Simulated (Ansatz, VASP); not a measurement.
**SnSe2 in two plane-wave programs**

Aim: how closely do two programs agree when they are given the same cell, functional and k mesh? The cell is taken from a series of runs on this material, whose earlier steps may have relaxed, scaled, displaced or heated it; both programs get it as it stands. Other levels of theory on this material are compared in a session of their own.

Program: Ansatz 0.2.0. Level of theory: plane waves, with VASP 6.6.1 beside it; PBE, spin-orbit coupling. Results are calculated unless marked as measured.

**1. Starting point**

The structure is trigonal, space group P-3m1 (No. 164). Conventional cell: a = 3.811 Å, b = 3.811 Å, c = 6.136 Å, α = 90.00°, β = 90.00°, γ = 120.00°. Nearest to Sn lie 6 Se at 2.72 Å. Nearest to Se lie 3 Sn at 2.72 Å. Farther neighbours and most contacts between anions are not listed.

**2. Ansatz: single point, PBE, spin-orbit coupling**

Ansatz runs on its PAW fully relativistic soft_1 files.

A single point takes one fixed geometry, so differences don't come from the geometry; what else differs is listed under the comparison.

input.yaml reads:

```yaml
crystal:
  lattice:
    - [3.811, 0.0, 0.0]
    - [-1.9055, 3.3004228138, 0.0]
    - [0.0, 0.0, 6.136]
  atoms:
    - { symbol: Sn, position: [0.0, 0.0, 0.0] }
    - { symbol: Se, position: [0.3333333333, 0.6666666667, 0.2614399677] }
    - { symbol: Se, position: [0.6666666667, 0.3333333333, 0.7385600323] }
kpoints:
  mp_grid: { grid: [12, 12, 4] }
  band_path:
    path:
      - [0.0, 0.0, 0.0]
      - [0.5, 0.0, 0.0]
      - [0.33333333, 0.33333333, 0.0]
      - [0.0, 0.0, 0.5]
      - [0.5, 0.0, 0.5]
      - [0.33333333, 0.33333333, 0.5]
      - [0.0833333333, 0.0833333333, 0.0]
      - [0.5, 0.0, 0.35]
    npoints: 1
hamiltonian:
  xc: pbe
  pseudopotentials: { kind: paw_fr, azcp: { folder: soft_1 } }
scf:
  occupations: { method: fermi_dirac, width: 0.02 }
  n_extra_bands: 10
magnetization:
  noncollinear: true
  spin_orbit: true
output:
  eigenvalues: true
  forces: true
  stress: true
```

On the command line:

```sh
$ ansatz run input.yaml --threads 3 --pin off --max-ram 92160MiB --backend cuda --events-out ev --progress --plain --runs-dir out --devices 1 --max-vram 13GiB
```

Numbers of over 12 decimals in the logs are rounded to 6 here.

What it wrote:

```text
scf.n_extra_bands = 10 over 46 filled bands (N_el = 46.0): the run solves 56 bands
GPUs: using 1 of 1 available (devices: 1).
Engine: ansatz 0.2.0, x86_64-unknown-linux-gnu
Pseudopotentials: kind: paw_fr
Pseudopotential: Sn, paw, valence charge 14, recommended cutoff 420 eV (normal), soft_1/Sn.paw.azcp
Pseudopotential: Se, paw, valence charge 16, recommended cutoff 420 eV (normal), soft_1/Se.paw.azcp
Functional definition: PBE
  parameter kappa = 0.804
  parameter beta = 0.066725
  exchange = pbe_x(kappa = kappa, mu = beta*pi^2/3)
  correlation = pbe_c(beta = beta)
non-collinear run that drives no moment, with spin-orbit: no starting moment large enough to seed its density (crystal.atoms[].spin), no starting occupations that ask for one, no magnetisation constraint and no magnetic field, so the semilocal B_xc is pinned to zero
device memory: the entry about to start is reckoned to put 3.9 GiB on a device that reports 60.9 GiB free (of which the cap on the GPU budget leaves the run 13.0 GiB)
GPU FFT provider: cuFFT
GPU libraries: cuBLAS 13.8.2, cuFFT 12.4.0, cuSOLVER 12.3.4
Crystal: 3 atoms, lattice volume = 77.178 Å³
Basis set: ecut = 420 eV, 1485 PW (Γ), exchange–correlation on 54×54×90 points (8 copies of the dense FFT grid, shifted against one another)
Bands: 56, of which v1, the nominal top of the filled ones, is band 46 counted from 1 (45 counted from 0)
Symmetry: 12 space group operations + 12 with time reversal
Magnetic group: BNS 164.86 (UNI 1316), of the structure as read, at distance tolerance 4.3e-5 Å
k-points: 69 of 576
Projection manifold: j_resolved (fully-relativistic pseudo-atomic orbitals)
Non-local potential: Sn, projectors of the file, resolved by j, l = 0: 2, l = 1: 4, l = 2: 4, l = 3: 2
Non-local potential: Se, projectors of the file, resolved by j, l = 0: 2, l = 1: 4, l = 2: 6, l = 3: 2
PAW form: soft (Blöchl's): semilocal exchange-correlation on the pseudo side does not see the compensation charge
PAW one-centre angular grid: Sn, 590 points (default); XC on 96 Gauss nodes
PAW one-centre angular grid: Se, 590 points (default); XC on 96 Gauss nodes
Initial density: superposition of atomic densities (chi_scale 0.1, normalization cell, long waves kept (reshape's long-wave potential 0.10 eV rms))
Initial wavefunctions: pseudopotential atomic-orbital guess
GPU buffer pool allocated for 32805 grid points (all kernels)
GPU transforms: local potential and band sums: pruned to the plane-wave sphere, on 25×25×45
Functional: x = pbe(κ = 0.804, μ = 0.219515), c = pbe(β = 0.066725)
SCF iter   1: F=—  HF=-16966.314043 eV  |F-HF|=—  |Δ(HF+E_count)|=         —  Δρ=3.23e-2  dr2=1.67e0  dr2_m=0.00e0 (ungated)  ethr=3.10e-3  |M|=0.00e0 ∫|m|=0.00e0 μB  |m|>n=0.0e0 m-floor=0.0e0 τ_xc=0.0e0  β_m=0.30  ⟨swp⟩=7.9  Hψ=9181  notcnv=0
preconditioner: auto → Resta (q_TF=auto, 2.503 Å⁻¹)  ε∞=4.0  [insulator: Δε(μ)=0.438 eV  Ē_g=9.782 eV  σ=0.020 eV  W_gap=1.00  n_scr=22 (ndim 8)  ℏωp=16.9 eV  f_vac=0.027  D(μ)=0.00/eV (n_scr^D=0)  ε∞_Penn≈4.0]
spin=Noncollinear: Resta preconditioning applied to the charge; magnetization (m_x, m_y, m_z) channels mix plain (no charge-response kernel on spin).
SCF iter   2: F=—  HF=-16966.051281 eV  |F-HF|=—  |Δ(HF+E_count)|=   2.63e-1  Δρ=2.23e-2  dr2=6.43e-1  dr2_m=0.00e0 (ungated)  ethr=3.10e-3  |M|=0.00e0 ∫|m|=0.00e0 μB  |m|>n=0.0e0 m-floor=0.0e0 τ_xc=0.0e0  β_m=0.55  ⟨swp⟩=2.0  Hψ=2487  notcnv=0  defer=270
SCF iter   3: F=—  HF=-16965.903442 eV  |F-HF|=—  |Δ(HF+E_count)|=   1.48e-1  Δρ=5.91e-3  dr2=2.09e-2  dr2_m=0.00e0 (ungated)  ethr=1.40e-3  |M|=0.00e0 ∫|m|=0.00e0 μB  |m|>n=0.0e0 m-floor=0.0e0 τ_xc=0.0e0  β_m=0.71  ⟨swp⟩=2.9  Hψ=2497  notcnv=0  defer=270
SCF iter   4: F=—  HF=-16965.903479 eV  |F-HF|=—  |Δ(HF+E_count)|=   3.66e-5  Δρ=1.15e-3  dr2=1.53e-3  dr2_m=0.00e0 (ungated)  ethr=4.54e-5  |M|=0.00e0 ∫|m|=0.00e0 μB  |m|>n=0.0e0 m-floor=0.0e0 τ_xc=0.0e0  β_m=0.71  ⟨swp⟩=2.9  Hψ=2878  notcnv=0  defer=270
SCF iter   5: F=—  HF=-16965.904080 eV  |F-HF|=—  |Δ(HF+E_count)|=   6.01e-4  Δρ=4.92e-4  dr2=2.11e-4  dr2_m=0.00e0 (ungated)  ethr=3.33e-6  |M|=0.00e0 ∫|m|=0.00e0 μB  |m|>n=0.0e0 m-floor=0.0e0 τ_xc=0.0e0  β_m=0.85  ⟨swp⟩=2.0  Hψ=3553  notcnv=0  defer=270
SCF iter   6: F=—  HF=-16965.904365 eV  |F-HF|=—  |Δ(HF+E_count)|=   2.85e-4  Δρ=1.47e-4  dr2=2.05e-5  dr2_m=0.00e0 (ungated)  ethr=4.58e-7  |M|=0.00e0 ∫|m|=0.00e0 μB  |m|>n=0.0e0 m-floor=0.0e0 τ_xc=0.0e0  β_m=0.74  ⟨swp⟩=2.0  Hψ=3445  notcnv=0  defer=270
SCF iter   7: F=—  HF=-16965.904404 eV  |F-HF|=—  |Δ(HF+E_count)|=   3.88e-5  Δρ=5.74e-5  dr2=3.19e-6  dr2_m=0.00e0 (ungated)  ethr=4.46e-8  |M|=0.00e0 ∫|m|=0.00e0 μB  |m|>n=0.0e0 m-floor=0.0e0 τ_xc=0.0e0  β_m=0.87  ⟨swp⟩=2.0  Hψ=3428  notcnv=0  defer=270
SCF iter   8: F=—  HF=-16965.904411 eV  |F-HF|=—  |Δ(HF+E_count)|=   6.79e-6  Δρ=1.68e-5  dr2=2.86e-7  dr2_m=0.00e0 (ungated)  ethr=6.94e-9  |M|=0.00e0 ∫|m|=0.00e0 μB  |m|>n=0.0e0 m-floor=0.0e0 τ_xc=0.0e0  β_m=0.94  ⟨swp⟩=2.8  Hψ=3187  notcnv=0  defer=270
SCF iter   9: F=-16965.904412 eV  HF=-16965.904412 eV  |F-HF|=3.23e-8  |Δ(HF+E_count)|=   8.13e-7  Δρ=3.65e-6  dr2=1.61e-8  dr2_m=0.00e0 (ungated)  ethr=2.17e-10  |M|=0.00e0 ∫|m|=0.00e0 μB  |m|>n=0.0e0 m-floor=0.0e0 τ_xc=0.0e0  ⟨swp⟩=11.7  Hψ=8618  notcnv=0
SCF 1 converged in 9 iterations: F = -16965.904412 eV  dr2 = 1.61e-8
  greatest PAW one-centre occupation: 0.999 electrons in one spin orbital (limit 2), on the Se atom at site 2 (counted from 0), in its partial waves of l = 2
device memory: the entry about to start is reckoned to put 2.6 GiB on a device that reports 60.4 GiB free (of which the cap on the GPU budget leaves the run 13.0 GiB)
NSCF: frozen V_eff on 8 k-points
SCF converged after 9 iterations
Magnetization: |M| = 0.0000 μB,  M = (+0.0000, +0.0000, +0.0000) μB
Absolute magnetization: 0.0000 μB (∫|m|)
  site 0: m = (+0.0000, +0.0000, +0.0000) μB, |m| = 0.0000 μB  (R = 1.12 Å)
  site 1: m = (+0.0000, +0.0000, +0.0000) μB, |m| = 0.0000 μB  (R = 1.12 Å)
  site 2: m = (+0.0000, +0.0000, +0.0000) μB, |m| = 0.0000 μB  (R = 1.12 Å)
Free energy (F): -16965.904412 eV
Harris-Foulkes:  -16965.904412 eV  (|F-HF|=3.23e-8)
Internal energy: -16965.904412 eV  (E = F + TS)
E sigma→0 (E₀):  -16965.904412 eV
Fermi energy:    8.295743 eV
--- Per-component energies (eV) ---
  E_band       = -866.741376
  E_kinetic    = 390.137465
  E_local      = -6547.362816  (includes V_loc(G=0)·N_el)
  E_nonlocal   = -562.338416
  E_hartree    = 3408.891752
  E_xc         = -295.618795
  E_vxc        = -260.574891  (∫ρ·V_xc dr)
  E_paw        = -8635.424832  (= ΣΔE_a)
  E_vpaw       = -704.386843  (= ΣTr[D̂ρ^β])
  E_aug_tail   = -0.000478  (compensation charges beyond the density's cutoff)
  E_ewald      = -4724.188291
  E_smearing   = -0.000000  (= −TS)
  E_closure    = -0.000000  (closes the sum)
  Σ components = -16965.904412   (vs F -16965.904412, Δ=0.00e0)
--- Forces (eV/Å), atoms counted from 1 ---
  atom   1  Sn     0.00000000    -0.00000000     0.00000000
  atom   2  Se     0.00000000     0.00000000     0.00954014
  atom   3  Se     0.00000000    -0.00000000    -0.00954014
  max |Σ_I F_I| component: 2.31e-18 eV/Å
--- Stress (GPa, compression-positive) ---
        3.029629      -0.000000      -0.000000
        0.000000       3.029629      -0.000000
       -0.000000       0.000000       2.055848
  P = ⅓ Tr σ = 2.7050 GPa (27.050 kbar)
--- Band table (eV; the first three rows and the last of 69) ---
  k-point 0: bands = [... 42 lower, 7.7373, 7.7373, 7.8678, 7.8678, 8.8903, 8.8903, 11.0253, 11.0253, ... 6 higher]
  k-point 1: bands = [... 42 lower, 7.5779, 7.5779, 7.8648, 7.8648, 9.8683, 9.8683, 11.0044, 11.0044, ... 6 higher]
  k-point 2: bands = [... 42 lower, 7.6697, 7.6697, 7.9537, 7.9537, 10.5073, 10.5073, 10.8893, 10.8893, ... 6 higher]
  k-point 68: bands = [... 42 lower, 7.4778, 7.4778, 7.5711, 7.5711, 10.1885, 10.1885, 12.1112, 12.1112, ... 6 higher]
```

**3. VASP: single point, PBE, spin-orbit coupling**

The same cell, functional, mesh and smearing now go to VASP, with its own data sets.

Lines of VASP's logs that name or quote its potential files are left out, and so is its time.

INCAR reads:

```
SYSTEM = SnSe2
PREC = Accurate
ENCUT = 500
EDIFF = 1E-06
NELM = 200
ISMEAR = -1
SIGMA = 0.02
LREAL = .FALSE.
ALGO = Normal
GGA = PE
LNONCOLLINEAR = .TRUE.
MAGMOM = 0 0 0 0 0 0 0 0 0
NBANDS = 38
GGA_COMPAT = .FALSE.
LASPH = .TRUE.
LSORBIT = .TRUE.
LORBIT = 11
LWAVE = .FALSE.
LCHARG = .FALSE.
ISIF = 2
EFERMI = MIDGAP
KPAR = 2
```

POSCAR reads:

```
SnSe2
1.0
    3.8110000000      0.0000000000      0.0000000000
   -1.9055000000      3.3004228138      0.0000000000
    0.0000000000      0.0000000000      6.1360000000
Sn Se
1 2
Direct
    0.0000000000      0.0000000000      0.0000000000
    0.3333333333      0.6666666667      0.2614399677
    0.6666666667      0.3333333333      0.7385600323
```

KPOINTS reads:

```
Automatic mesh
0
Gamma
12 12 4
0 0 0
```

Potentials, in the order of the species: Sn_d and Se (PBE family, release 64).

On the command line:

```sh
$ mpirun -np 2 vasp_ncl
```

What it wrote:

```text
[banner, memory and clock lines left out]
running    2 mpi-ranks, on    1 nodes
 distrk:  each k-point on    1 cores,    2 groups
 distr:  one band on    1 cores,    1 groups

 POSCAR found type information on POSCAR SnSe
 POSCAR found :  2 types and       3 ions
 LDA part: xc-table for (Slater+PW92), standard interpolation
 POSCAR, INCAR and KPOINTS ok, starting setup
 FFT: planning ... GRIDC
 FFT: planning ... GRID_SOFT
 FFT: planning ... GRID
 WAVECAR not read
 entering main loop
       N       E                     dE             d eps       ncg     rms          rms(c)
DAV:   1     0.251752379312E+03    0.25175E+03   -0.11249E+04  5594   0.154E+03
DAV:   2     0.272068245778E+02   -0.22455E+03   -0.21315E+03  5350   0.455E+02
DAV:   3    -0.101491030387E+02   -0.37356E+02   -0.36150E+02  6336   0.154E+02
DAV:   4    -0.120991838616E+02   -0.19501E+01   -0.19368E+01  6250   0.381E+01
DAV:   5    -0.121476234325E+02   -0.48440E-01   -0.48423E-01  7260   0.639E+00    0.500E+00
DAV:   6    -0.119146875768E+02    0.23294E+00   -0.30039E-01  7568   0.759E+00    0.321E+00
DAV:   7    -0.118998531735E+02    0.14834E-01   -0.14652E-01  5994   0.242E+00    0.122E+00
DAV:   8    -0.119000114432E+02   -0.15827E-03   -0.80268E-03  6728   0.849E-01    0.602E-01
DAV:   9    -0.119003811290E+02   -0.36969E-03   -0.12736E-03  6348   0.304E-01    0.162E-01
DAV:  10    -0.119005628789E+02   -0.18175E-03   -0.26987E-04  6314   0.170E-01    0.535E-02
DAV:  11    -0.119005848525E+02   -0.21974E-04   -0.91154E-05  6128   0.629E-02    0.189E-02
DAV:  12    -0.119005986844E+02   -0.13832E-04   -0.23675E-05  5500   0.325E-02    0.721E-03
DAV:  13    -0.119005989165E+02   -0.23211E-06   -0.10411E-06  5424   0.769E-03
   1 F= -.11900599E+02 E0= -.11900599E+02  d E =-.805556E-08  mag=    -0.0000    -0.0000     0.0000
```

From OUTCAR (step 3):

```text
ion  position               nearest neighbor table
   1  0.000  0.000  0.000-   2 2.72   3 2.72   2 2.72   3 2.72   3 2.72   2 2.72
   2  0.333  0.667  0.261-   1 2.72   1 2.72   1 2.72
   3  0.667  0.333  0.739-   1 2.72   1 2.72   1 2.72

  LATTYP: Found a hexagonal cell.
 ALAT       =     3.8110000000
 C/A-ratio  =     1.6100760955

 Subroutine GETGRP returns: Found 12 space group operations
 (whereof 12 operations were pure point group operations)

The static configuration has the point symmetry D_3d.

 Found     69 irreducible k-points:

   k-points           NKPTS =     69   k-points in BZ     NKDIM =     69   number of bands    NBANDS=     38

   dimension x,y,z NGX =    28 NGY =   28 NGZ =   48
   dimension x,y,z NGXF=    56 NGYF=   56 NGZF=   96

   ENCUT  =  500.0 eV  36.75 Ry    6.06 a.u.   6.95  6.95 11.19*2*pi/ulx,y,z

   NELECT =      26.0000    total number of electrons

 k-points in reciprocal lattice and weights: Automatic mesh
   0.00000000  0.00000000  0.00000000       0.002
   0.08333333  0.00000000  0.00000000       0.010
   0.16666667 -0.00000000  0.00000000       0.010
   0.25000000  0.00000000  0.00000000       0.010
   0.33333333  0.00000000  0.00000000       0.010
   0.41666667  0.00000000  0.00000000       0.010
   0.50000000  0.00000000  0.00000000       0.005
   0.08333333  0.08333333  0.00000000       0.010
   0.16666667  0.08333333  0.00000000       0.021
[...]
0.33333333  0.25000000  0.50000000       0.021
   0.33333333  0.33333333  0.50000000       0.003

 average (electrostatic) potential at core
       1-102.6315       2 -53.3573       3 -53.3573

 E-fermi :   4.5888

 k-point     1 :       0.0000    0.0000    0.0000
  band No.  band energies     occupation
    ...
     22       3.8583      1.00000
     23       4.0300      1.00000
     24       4.0300      1.00000
     25       4.1655      1.00000
     26       4.1655      1.00000
     27       5.1784      0.00000
     28       5.1784      0.00000
     29       7.3156      0.00000
     30       7.3156      0.00000
     31       8.6935      0.00000
    ...

 k-point     2 :       0.0833    0.0000    0.0000
  band No.  band energies     occupation
    ...
     22       3.5593      1.00000
     23       4.0439      1.00000
     24       4.0439      1.00000
     25       4.2689      1.00000
     26       4.2689      1.00000
     27       5.8173      0.00000
     28       5.8173      0.00000
     29       7.7028      0.00000
     30       7.7028      0.00000
     31       8.5800      0.00000
    ...

 k-point     3 :       0.1667   -0.0000    0.0000
  band No.  band energies     occupation
    ...
     22       2.9295      1.00000
     23       4.0499      1.00000
     24       4.0499      1.00000
     25       4.2746      1.00000
     26       4.2746      1.00000
     27       6.4078      0.00000
     28       6.4078      0.00000
     29       7.9029      0.00000
     30       7.9029      0.00000
     31       8.9243      0.00000
    ...

  Total        1.5043741      1.5043741      1.0407248     -0.0000000      0.0000000      0.0000000
  in kB       31.2300403     31.2300403     21.6049176     -0.0000000      0.0000000      0.0000000
  external PRESSURE =      28.0216661 kB  Pullay stress =       0.0000000 kB

  energy-cutoff  :      500.00
  volume of cell :       77.18
      direct lattice vectors                 reciprocal lattice vectors
     3.811000000  0.000000000  0.000000000     0.262398321  0.151495741  0.000000000
    -1.905500000  3.300422814  0.000000000     0.000000000  0.302991482  0.000000000
     0.000000000  0.000000000  6.136000000     0.000000000  0.000000000  0.162972621

 POSITION                                       TOTAL-FORCE (eV/Angst)
 -----------------------------------------------------------------------------------
      0.00000      0.00000      0.00000         0.000000      0.000000      0.000000
     -0.00000      2.20028      1.60420        -0.000000     -0.000000      0.027549
      1.90550      1.10014      4.53180        -0.000000      0.000000     -0.027549
 -----------------------------------------------------------------------------------
    total drift:                                0.000000     -0.000000      0.000000

  FREE ENERGIE OF THE ION-ELECTRON SYSTEM (eV)
  ---------------------------------------------------
  free  energy   TOTEN  =       -11.9005989165 eV

  energy  without entropy=      -11.9005989085  energy(sigma->0) =      -11.90059891

 Spin-Orbit-Coupling matrix elements
 Ion:    1  E_soc:     -0.0903260
 Ion:    2  E_soc:     -0.0460725
 Ion:    3  E_soc:     -0.0460725

 total charge
# of ion       s       p       d       tot
------------------------------------------
    1        1.065   1.013  10.095  12.173
    2        1.487   2.302   0.028   3.817
    3        1.487   2.302   0.028   3.817
--------------------------------------------------
tot          4.039   5.617  10.150  19.806

 magnetization (x)
# of ion       s       p       d       tot
------------------------------------------
    1        0.000  -0.000   0.000  -0.000
    2        0.000   0.000   0.000   0.000
    3        0.000   0.000   0.000   0.000
--------------------------------------------------
tot          0.000   0.000   0.000   0.000

 magnetization (y)
# of ion       s       p       d       tot
------------------------------------------
    1        0.000   0.000   0.000   0.000
    2        0.000  -0.000  -0.000  -0.000
    3        0.000  -0.000  -0.000  -0.000
--------------------------------------------------
tot          0.000  -0.000  -0.000  -0.000

 magnetization (z)
# of ion       s       p       d       tot
------------------------------------------
    1       -0.000   0.000   0.000  -0.000
    2        0.000   0.000   0.000   0.000
    3        0.000   0.000   0.000   0.000
--------------------------------------------------
tot         -0.000   0.000   0.000  -0.000

[... 3 further parts left out ...]
```

The run ends at a pressure of 2.80 GPa, with forces up to 0.028 eV/Å.

**4. Differences**

Known differences besides the potentials themselves: spin-orbit coupling enters by fully relativistic files in Ansatz and inside the spheres in VASP; the data sets hold 46 valence electrons in Ansatz (on its PAW fully relativistic soft_1 files) and 26 in VASP; the cutoff is 420 eV in Ansatz and 500 eV in VASP. Total energies have different zeros and are not compared.

Both answers:

```
              quantity  Ansatz   VASP  difference
        pressure (GPa)    2.71   2.80       -0.10
gap on the k mesh (eV)   0.601  0.595      +0.005
```

The largest component of a force difference here is 18 meV/Å. A gap on the mesh is an upper bound, since the band edges may lie between its points.

**5. Outcome**

```yaml
difference_in_gap_on_the_k_mesh_single_point_pbe_spin_orbit_coupling: 0.0055 eV
r_m_s_force_difference_single_point_pbe_spin_orbit_coupling: 8.5 meV/Å
```

The r.m.s. force difference is 8.5 meV/Å (single point, PBE, spin-orbit coupling), within the 12 meV/Å picked in this series as the mark of a large difference. The data sets hold unlike numbers of valence electrons (46 in Ansatz and 26 in VASP), so part of the differences may come from the potentials. 3 further pairs of this series are not shown here. How closely two codes agree says nothing of how well the functional describes the real material.

[Lines on the potential files, build, host, timing and source positions are cut from VASP's logs without a mark.]

[Logs are printed without paths, hosts, clocks, repeated set-up lines and the standing remarks that a program may print on its own settings, such as how far it seeks lower states.]

[Hosts, paths, dates, database ids (printed as entryN), source tags and the programs' standing remarks are cut or masked in the printed files.]
